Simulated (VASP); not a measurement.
# Osmium with PBEsol: from relaxation to properties, part 2 of 2

What structure does Osmium take at this level, and what are its properties? The start is a cell from a database of measured crystal structures.

VASP 6.6.1; PBEsol; plane waves and PAW (Os).

So far. Step 13 (Volume scan with PBEsol, volume scale 1.06): The pressure falls from -15.78 to -22.35 GPa. The parabola predicted -22.11 GPa, +0.24 GPa off.

**14. The series together**

Times are for 2 MPI ranks of AMD EPYC 7R43, shared host. The runs compared:

| no. | volume scale | energy above the lowest point (meV/atom) | pressure (GPa) | time | memory (GiB) |
| --- | --- | --- | --- | --- | --- |
| 1 | 0.94 | 78.37 | 31.83 | 8 s | 0.22 |
| 2 | 0.96 | 33.5 | 19.94 | 8 s | 0.21 |
| 3 | 0.98 | 8.1 | 9.369 | 8 s | 0.22 |
| 4 | 1 | 0 | -0.02319 | 8 s | 0.22 |
| 5 | 1.02 | 7.3 | -8.372 | 8.2 s | 0.22 |
| 6 | 1.04 | 28.27 | -15.78 | 8.2 s | 0.21 |
| 7 | 1.06 | 61.36 | -22.35 | 8.6 s | 0.21 |

**15. Fit for PBEsol**

This step: Birch-Murnaghan fit, PBEsol; plane waves and PAW (VASP 6.6.1).

This step runs nothing: it gathers the runs above.

Numbers from this step:

```
pressure derivative of the bulk modulus : 4.906
r.m.s. error of the fit                 : 6.24e-6 eV/atom
minimum inside the sampled range        : yes
bulk modulus                            : 442.1 GPa
equilibrium volume of the fit           : 13.91 Å³/atom
```

Table of energy above the fitted minimum by volume:

| volume (Å³/atom) | energy above the fitted minimum (eV/atom) |
| --- | --- |
| 13.075 | 0.0784 |
| 13.353 | 0.0335 |
| 13.631 | 0.00809 |
| 13.909 | -1.0e-5 |
| 14.188 | 0.00729 |
| 14.466 | 0.0283 |
| 14.744 | 0.0613 |

The fitted volume lies +0.01 % from the relaxed one.

**16. Independent-particle dielectric function (PBEsol)**

This step: PBEsol; plane waves and PAW (Os) (VASP 6.6.1).

LOPTICS sums transitions from filled to empty bands. The mesh is finer than in the run before. NBANDS is raised for it.

INCAR reads:

```
SYSTEM = Os
PREC = Accurate
ENCUT = 400
EDIFF = 1E-06
NELM = 100
ISMEAR = 1
SIGMA = 0.2
LREAL = .FALSE.
ALGO = Normal
GGA = PS
NBANDS = 24
LORBIT = 11
LWAVE = .FALSE.
LCHARG = .FALSE.
KPAR = 2
LOPTICS = .TRUE.
NEDOS = 1500
CSHIFT = 0.1
```

POSCAR reads:

```
Os
1.0
    2.7293497425      0.0000000000      0.0000000000
   -1.3646748713      2.3636862129      0.0000000000
    0.0000000000      0.0000000000      4.3121492396
Os
2
Direct
    0.3333333333      0.6666666667      0.2500000000
    0.6666666667      0.3333333333      0.7500000000
```

KPOINTS reads:

```
Automatic mesh
0
Gamma
16 16 9
0 0 0
```

The projector-augmented-wave data sets are Os (PBE family, release 64).

Launch:

```bash
$ mpirun -np 2 vasp_std
```

Wall time 32 s (2 MPI ranks of AMD EPYC 7R43, shared host); peak memory 0.41 GiB.

These are independent-particle spectra without excitons or local fields, and fine structure depends on the mesh and on CSHIFT. The intraband (Drude) part is not in this spectrum.

Numbers from this step:

```
bands                   : 24
irreducible k-points    : 150
free energy (TOTEN)     : -24.49 eV
energy at zero smearing : -24.49 eV
Fermi energy            : 9.404 eV
pressure                : -0.2850 GPa
```

The imaginary dielectric function has structure finer than the step of the table below, so its rows give means over 1 eV, whole bins alone (the curve runs from 0 to 25.0 eV). Peaks (eV: height): xx 2.9: 51.2; zz 0.7: 47.5, 1.4: 45.0, 2.9: 47.3.

Table of imaginary dielectric function by photon energy; means over each step:

| photon energy (eV) | xx | zz |
| --- | --- | --- |
| 1 | 9.30 | 35.1 |
| 2 | 16.1 | 22.5 |
| 3 | 44.0 | 33.4 |
| 4 | 29.7 | 19.5 |
| 5 | 15.2 | 18.4 |
| 6 | 8.48 | 8.62 |
| 7 | 5.34 | 5.12 |
| 8 | 3.33 | 3.50 |
| 9 | 3.30 | 3.80 |
| 10 | 3.69 | 4.20 |
| 11 | 4.24 | 4.33 |
| 12 | 2.89 | 3.64 |
| 13 | 2.54 | 2.81 |
| 14 | 2.36 | 2.79 |
| 15 | 2.06 | 2.33 |
| 16 | 1.84 | 2.65 |
| 17 | 3.15 | 3.44 |
| 18 | 4.38 | 3.48 |
| 19 | 4.36 | 3.28 |
| 20 | 3.21 | 3.03 |
| 21 | 2.00 | 2.12 |
| 22 | 1.58 | 1.97 |
| 23 | 1.30 | 1.31 |
| 24 | 1.19 | 0.864 |

Real dielectric function against photon energy:

| photon energy (eV) | xx | zz |
| --- | --- | --- |
| 0.0 | 46.5 | 60.9 |
| 0.5 | 32.1 | 67.9 |
| 1.0 | 29.9 | 31.0 |
| 1.5 | 32.1 | 18.3 |
| 2.0 | 37.2 | 12.4 |
| 2.5 | 41.8 | 28.0 |
| 3.0 | 11.7 | -1.67 |
| 3.5 | -2.45 | -1.70 |
| 4.0 | -0.696 | -0.398 |
| 4.5 | -12.7 | -0.999 |
| 5.0 | -9.87 | -5.19 |
| 5.5 | -8.49 | -9.54 |
| 6.0 | -6.58 | -6.27 |
| 6.5 | -5.69 | -5.65 |
| 7.0 | -5.35 | -4.38 |
| 7.5 | -3.87 | -2.75 |
| 8.0 | -2.30 | -2.32 |
| 8.5 | -1.32 | -0.419 |
| 9.0 | -0.962 | -0.241 |
| 9.5 | -0.502 | 0.279 |
| 10.0 | 0.289 | -0.165 |
| 10.5 | -0.116 | 0.314 |
| 11.0 | -0.895 | -1.69 |
| 11.5 | -1.51 | 0.00908 |
| 12.0 | -0.741 | -1.39 |
| 12.5 | -0.640 | -0.920 |
| 13.0 | -0.260 | 0.111 |
| 13.5 | -0.117 | -0.174 |
| 14.0 | -0.264 | -0.187 |
| 14.5 | 0.116 | -0.251 |
| 15.0 | 0.267 | 0.345 |
| 15.5 | 0.400 | 0.421 |
| 16.0 | 1.08 | 0.827 |
| 16.5 | 1.61 | 0.844 |
| 17.0 | 2.19 | 0.727 |
| 17.5 | 1.39 | 0.417 |
| 18.0 | 0.394 | -0.726 |
| 18.5 | -0.165 | -0.205 |
| 19.0 | -0.537 | -0.773 |
| 19.5 | -1.51 | -0.614 |
| 20.0 | -2.15 | -1.33 |
| 20.5 | -1.86 | -1.49 |
| 21.0 | -1.60 | -1.32 |
| 21.5 | -1.45 | -1.15 |
| 22.0 | -1.26 | -1.25 |
| 22.5 | -1.13 | -1.41 |
| 23.0 | -1.17 | -1.62 |
| 23.5 | -0.856 | -1.23 |
| 24.0 | -0.838 | -1.13 |
| 24.5 | -0.814 | -0.883 |

**17. Outcome**

```
relaxed volume                            : 13.91 Å³/atom
relaxed conventional cell a, b, c         : 2.729, 2.729, 4.312 Å; angles 90.0, 90.0, 120.0°
space group after relaxing, within 0.02 Å : P6_3/mmc (No. 194)
band gap                                  : none, a metal
DOS at the Fermi level                    : 1.20 states/eV/cell
highest zone-centre mode                  : 222 cm⁻¹
bulk modulus from the fit                 : 442 GPa
volume from the fit                       : 13.9 Å³/atom
```

What this shows: With PBEsol, Osmium relaxes to 13.91 Å³/atom in space group P6_3/mmc (held by the symmetry of the run), comes out as a metal and has a bulk modulus of 442 GPa at fixed shape and positions, an upper bound. Against the listed cell the volume lies -0.5 % (a -0.2 %, c -0.2 %). Band structure (PBEsol): Of the bands kept, 4 cross the Fermi level on this path. Vibrations at Γ (PBEsol): The highest mode in this list at Γ lies at 222.2 cm⁻¹. The scan held shape and positions, so its modulus is an upper bound, and a miss against the measured one is not the functional's alone. Spin-orbit coupling is left out, and with elements this heavy it would split and shift bands near the Fermi level. The k-sampling is coarse for a metal, so the Fermi level, pressures and the shape of the cell carry errors. Modes at Γ alone can't show that the crystal is stable at other wave vectors. No search among competing phases was made. All values are for a static lattice at zero temperature.

[Lines on the potential files, build, host, timing and source positions are cut from VASP's logs without a mark.]

[Logs are printed without paths, hosts, clocks, repeated set-up lines and the standing remarks that a program may print on its own settings, such as how far it seeks lower states.]

[Hosts, paths, dates, database ids (printed as entryN), source tags and the programs' standing remarks are cut or masked in the printed files.]

[A measured line is paired with the nearest computed mode of its activity, which favours agreement.]
